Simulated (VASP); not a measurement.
Given:

```yaml
crystal:
  lattice:
    - [2.51308, 0.00000, 0.00000]
    - [-1.25654, 2.17639, 0.00000]
    - [0.00000, 0.00000, 4.15922]
  atoms:
    - { symbol: B, position: [0.66667, 0.33333, 0.99972] }
    - { symbol: B, position: [0.33333, 0.66667, 0.49972] }
    - { symbol: N, position: [0.66667, 0.33333, 0.62528] }
    - { symbol: N, position: [0.33333, 0.66667, 0.12528] }
```

These are PBE GGA, VASP's PBE PAW potentials (set 64) (plane waves; VASP 6.6.1) values and carry that method's errors. Settings: 400 eV cut-off, 10×10×6 Γ-centred mesh, Fermi-Dirac smearing of 0.050 eV, potentials B N.

**Question.** Give the energies of bands 3 to 11 at the high-symmetry points, in eV from the valence-band maximum.

**Answer.** 
```
band       Γ      M      K      A       L      H
----  ------  -----  -----  -----  ------  -----
3     -11.33  -9.80  -9.64  -5.93  -10.38  -9.11
4      -2.23  -8.07  -7.41  -5.93  -10.38  -9.11
5      -2.23  -7.17  -7.41  -1.24   -3.95  -8.09
6      -0.30  -5.21  -5.70  -1.24   -3.95  -8.09
7       0.00  -4.64  -5.65  -1.24   -3.73  -3.18
8       0.00  -2.22  -5.65  -1.24   -3.73  -3.18
9       8.51   6.83   5.09   9.83    6.70   9.59
10      8.51   8.06  13.91   9.83    6.70   9.59
11      8.78  10.79  13.91  10.12   10.28  10.31
```

The gap is indirect, 5.09 eV, from the valence maximum at Γ to the conduction minimum at K.

The structure comes from a computed database's BN entry; how it stands against other phases isn't given here. The cell was not relaxed at this level.
